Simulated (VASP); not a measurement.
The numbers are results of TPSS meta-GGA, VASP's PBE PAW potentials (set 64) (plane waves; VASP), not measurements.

The input files of a VASP run:

File POSCAR:
```
BaHfO3
1
    4.1548964234    -0.0000000000     0.0000000000
   -0.0000000000     4.1548964234     0.0000000000
    0.0000000000     0.0000000000     4.1548964234
Ba Hf O
1 1 3
Direct
  0.0000000000   0.0000000000   0.0000000000
  0.5000000000   0.5000000000   0.5000000000
  0.5000000000   0.0000000000   0.5000000000
  0.0000000000   0.5000000000   0.5000000000
  0.5000000000   0.5000000000   0.0000000000
```

**KPOINTS**
```
Automatic mesh
0
Gamma
5 5 5
0 0 0
```

### INCAR
```
# general
SYSTEM   =  BaHfO3
PREC     =  Accurate
ENCUT    =  520
LREAL    =  F   # projection in real space or not
LASPH    =  T   # aspherical one-centre terms

# electronic loop
EDIFF    =  1E-6   # SCF stop (eV)
NELM     =  100   # most electronic steps
ALGO     =  Normal   # blocked Davidson
LMAXMIX  =  6
LMIXTAU  =  T

# smearing
ISMEAR   =  0   # Gaussian
SIGMA    =  0.05   # width (eV)

# functional
METAGGA  =  TPSS

# ions
IBRION   =  2   # conjugate gradients
NSW      =  60   # most ionic steps
ISIF     =  3   # ions, shape and volume
EDIFFG   =  -0.02   # ionic stop

# output
LWAVE    =  F
LCHARG   =  F
```

POTCAR, in this order: Ba_sv Hf_pv O (PBE.64 set). Program: vasp_std.

The run wrote:

### OUTCAR
```
 ion  position               nearest neighbor table
   1  0.000  0.000  0.000-   3 2.94   4 2.94   5 2.94   3 2.94   4 2.94   4 2.94   5 2.94   4 2.94
                             3 2.94   5 2.94   3 2.94   5 2.94   2 3.60   2 3.60   2 3.60   2 3.60
   2  0.500  0.500  0.500-   3 2.08   4 2.08   5 2.08   5 2.08   3 2.08   4 2.08   1 3.60   1 3.60
                             1 3.60   1 3.60   1 3.60   1 3.60   1 3.60   1 3.60
   3  0.500  0.000  0.500-   2 2.08   2 2.08   1 2.94   1 2.94   1 2.94   1 2.94
   4  0.000  0.500  0.500-   2 2.08   2 2.08   1 2.94   1 2.94   1 2.94   1 2.94
   5  0.500  0.500  0.000-   2 2.08   2 2.08   1 2.94   1 2.94   1 2.94   1 2.94
  LATTYP: Found a simple cubic cell.
 ALAT       =     4.1548964234
 Subroutine PRICEL returns:
 Original cell was already a primitive cell.
 Subroutine GETGRP returns: Found 48 space group operations
The static configuration has the point symmetry O_h .
The dynamic configuration has the point symmetry O_h .
 Subroutine INISYM returns: Found 48 space group operations
 Subroutine IBZKPT returns following result:
 Found     10 irreducible k-points:

 Following reciprocal coordinates:
            Coordinates               Weight
  0.000000  0.000000  0.000000      1.000000
  0.200000  0.000000  0.000000      6.000000
  0.400000  0.000000  0.000000      6.000000
  0.200000  0.200000  0.000000     12.000000
...
```

File OSZICAR:
```
       N       E                     dE             d eps       ncg     rms          rms(c)
DAV:   1     0.335631077813E+03    0.33563E+03   -0.21809E+04   460   0.175E+03
DAV:   2     0.749088644293E+01   -0.32814E+03   -0.32215E+03   633   0.501E+02
DAV:   3    -0.127321033066E+02   -0.20223E+02   -0.20141E+02   616   0.117E+02
DAV:   4    -0.132435307842E+02   -0.51143E+00   -0.51078E+00   667   0.209E+01
DAV:   5    -0.132594612197E+02   -0.15930E-01   -0.15927E-01   673   0.276E+00    0.797E+01
DAV:   6    -0.637759636875E+02   -0.50517E+02   -0.21805E+02   460   0.156E+02    0.338E+01
DAV:   7    -0.595387916906E+02    0.42372E+01   -0.33653E+01   579   0.402E+01    0.339E+01
DAV:   8    -0.618774185625E+02   -0.23386E+01   -0.14963E+01   554   0.205E+01    0.260E+01
DAV:   9    -0.633850262186E+02   -0.15076E+01   -0.65539E+01   495   0.418E+01    0.248E+01
DAV:  10    -0.597425508884E+02    0.36425E+01   -0.12902E+01   481   0.219E+01    0.637E+00
DAV:  11    -0.599117756794E+02   -0.16922E+00   -0.54614E-01   642   0.517E+00    0.946E-01
DAV:  12    -0.599116897944E+02    0.85885E-04   -0.45925E-03   597   0.512E-01    0.928E-01
DAV:  13    -0.599338238319E+02   -0.22134E-01   -0.51622E-03   565   0.718E-01    0.776E-01
DAV:  14    -0.599186788486E+02    0.15145E-01   -0.16875E-02   569   0.799E-01    0.654E-01
DAV:  15    -0.599261869006E+02   -0.75081E-02   -0.94157E-02   467   0.268E+00    0.310E+00
DAV:  16    -0.599262872512E+02   -0.10035E-03   -0.38807E-03   658   0.431E-01    0.313E+00
DAV:  17    -0.599363411479E+02   -0.10054E-01   -0.11998E-02   495   0.895E-01    0.246E+00
DAV:  18    -0.599446264039E+02   -0.82853E-02   -0.41948E-02   495   0.187E+00    0.201E+00
DAV:  19    -0.599424214017E+02    0.22050E-02   -0.14708E-02   625   0.931E-01    0.240E+00
DAV:  20    -0.599433506582E+02   -0.92926E-03   -0.12532E-03   709   0.299E-01    0.190E+00
DAV:  21    -0.599454399282E+02   -0.20893E-02   -0.82766E-03   521   0.753E-01    0.704E-01
DAV:  22    -0.599465750996E+02   -0.11352E-02   -0.13735E-03   669   0.230E-01    0.103E+00
DAV:  23    -0.599471876501E+02   -0.61255E-03   -0.61655E-04   653   0.155E-01    0.143E+00
DAV:  24    -0.599473919078E+02   -0.20426E-03   -0.10049E-04   644   0.690E-02    0.155E+00
DAV:  25    -0.599471330918E+02    0.25882E-03   -0.10087E-04   562   0.702E-02    0.141E+00
DAV:  26    -0.599468439669E+02    0.28912E-03   -0.11408E-04   538   0.808E-02    0.123E+00
DAV:  27    -0.599463610209E+02    0.48295E-03   -0.74498E-04   591   0.186E-01    0.775E-01
DAV:  28    -0.599461903861E+02    0.17063E-03   -0.72786E-04   675   0.169E-01    0.314E-01
DAV:  29    -0.599461743466E+02    0.16040E-04   -0.15848E-04   643   0.798E-02    0.131E-01
DAV:  30    -0.599461770418E+02   -0.26952E-05   -0.53166E-05   668   0.459E-02    0.262E-02
DAV:  31    -0.599461787870E+02   -0.17452E-05   -0.97498E-06   634   0.210E-02    0.128E-02
DAV:  32    -0.599461781924E+02    0.59457E-06   -0.78454E-07   335   0.827E-03
   1 F= -.59946178E+02 E0= -.59946178E+02  d E =-.599462E+02
       N       E                     dE             d eps       ncg     rms          rms(c)
DAV:   1    -0.603479316593E+02   -0.40175E+00   -0.12918E+01   460   0.273E+01    0.112E+01
DAV:   2    -0.599800641258E+02    0.36787E+00   -0.22101E+00   474   0.926E+00    0.252E+00
DAV:   3    -0.599403450710E+02    0.39719E-01   -0.14744E-01   565   0.307E+00    0.182E+00
DAV:   4    -0.599268658412E+02    0.13479E-01   -0.82553E-02   583   0.217E+00    0.133E+00
DAV:   5    -0.599122919346E+02    0.14574E-01   -0.42829E-03   650   0.518E-01    0.161E+00
DAV:   6    -0.599317448802E+02   -0.19453E-01   -0.39737E-03   587   0.660E-01    0.487E-01
DAV:   7    -0.599362621483E+02   -0.45173E-02   -0.13233E-03   643   0.277E-01    0.222E-01
DAV:   8    -0.599361848810E+02    0.77267E-04   -0.41995E-05   651   0.485E-02    0.259E-01
DAV:   9    -0.599366841536E+02   -0.49927E-03   -0.26868E-04   651   0.148E-01    0.337E-02
DAV:  10    -0.599367266539E+02   -0.42500E-04   -0.57816E-05   572   0.499E-02    0.287E-02
DAV:  11    -0.599367267059E+02   -0.52009E-07   -0.26715E-06   476   0.106E-02
   2 F= -.59936727E+02 E0= -.59936727E+02  d E =0.945149E-02
       N       E                     dE             d eps       ncg     rms          rms(c)
DAV:   1    -0.600964018280E+02   -0.15968E+00   -0.40349E+00   460   0.154E+01    0.612E+00
DAV:   2    -0.599761683440E+02    0.12023E+00   -0.68185E-01   474   0.518E+00    0.135E+00
DAV:   3    -0.599649929876E+02    0.11175E-01   -0.44209E-02   562   0.173E+00    0.938E-01
DAV:   4    -0.599613350372E+02    0.36580E-02   -0.24004E-02   614   0.117E+00    0.744E-01
DAV:   5    -0.599555758956E+02    0.57591E-02   -0.10333E-03   619   0.296E-01    0.940E-01
DAV:   6    -0.599633423087E+02   -0.77664E-02   -0.13857E-03   572   0.421E-01    0.256E-01
DAV:   7    -0.599641208607E+02   -0.77855E-03   -0.17901E-04   650   0.101E-01    0.133E-01
DAV:   8    -0.599640432471E+02    0.77614E-04   -0.12370E-05   643   0.306E-02    0.162E-01
DAV:   9    -0.599642690911E+02   -0.22584E-03   -0.95722E-05   634   0.883E-02    0.193E-02
DAV:  10    -0.599642827456E+02   -0.13655E-04   -0.87424E-06   565   0.242E-02    0.194E-02
DAV:  11    -0.599642830450E+02   -0.29937E-06   -0.52764E-07   293   0.523E-03
   3 F= -.59964283E+02 E0= -.59964283E+02  d E =-.181049E-01
```

File OUTCAR:
```
------------------------ aborting loop because EDIFF is reached ----------------------------------------
  FORCE on cell =-STRESS in cart. coord.  units (eV):
  Direction    XX          YY          ZZ          XY          YZ          ZX
  --------------------------------------------------------------------------------------
  Total       -0.0011187     -0.0011187     -0.0011187     -0.0000000     -0.0000000     -0.0000000
  in kB       -0.0244489     -0.0244489     -0.0244489     -0.0000000     -0.0000000     -0.0000000
  external PRESSURE =      -0.0244489 kB  Pullay stress =       0.0000000 kB
  volume of cell :       73.31
      direct lattice vectors                 reciprocal lattice vectors
     4.185221001 -0.000000000 -0.000000000     0.238936008 -0.000000000  0.000000000
     0.000000000  4.185221001 -0.000000000     0.000000000  0.238936008 -0.000000000
     0.000000000  0.000000000  4.185221001     0.000000000  0.000000000  0.238936008
 POSITION                                       TOTAL-FORCE (eV/Angst)
 -----------------------------------------------------------------------------------
      0.00000      0.00000      0.00000         0.000000     -0.000000      0.000000
      2.09261      2.09261      2.09261        -0.000000     -0.000000      0.000000
      2.09261      0.00000      2.09261         0.000000      0.000000      0.000000
      0.00000      2.09261      2.09261        -0.000000      0.000000      0.000000
      2.09261      2.09261     -0.00000         0.000000     -0.000000      0.000000
 -----------------------------------------------------------------------------------
    total drift:                                0.000000     -0.000000     -0.000000
  FREE ENERGIE OF THE ION-ELECTRON SYSTEM (eV)
  ---------------------------------------------------
  free  energy   TOTEN  =       -59.9642830450 eV

  energy  without entropy=      -59.9642830450  energy(sigma->0) =      -59.96428304

 reached required accuracy - stopping structural energy minimisation
```
(Selected blocks of OUTCAR.)

CONTCAR:
```
BaHfO3
   1.00000000000000
     4.1852210005907668   -0.0000000000000000   -0.0000000000000000
     0.0000000000000000    4.1852210005907668   -0.0000000000000000
     0.0000000000000000    0.0000000000000000    4.1852210005907668
  Ba              Hf              O
     1     1     3
Direct
     0.0000000000000000    0.0000000000000000    0.0000000000000000
     0.5000000000000000    0.5000000000000000    0.5000000000000000
     0.5000000000000000    0.0000000000000000    0.5000000000000000
     0.0000000000000000    0.5000000000000000    0.5000000000000000
     0.5000000000000000    0.5000000000000000    0.0000000000000000
```

Energy and stress use the plane-wave basis of the starting cell.

The compound is BaHfO3 in the cubic perovskite structure. This run relaxes it. Symmetry was kept, so distortions that lower it aren't found. The start is the result of an earlier pass.
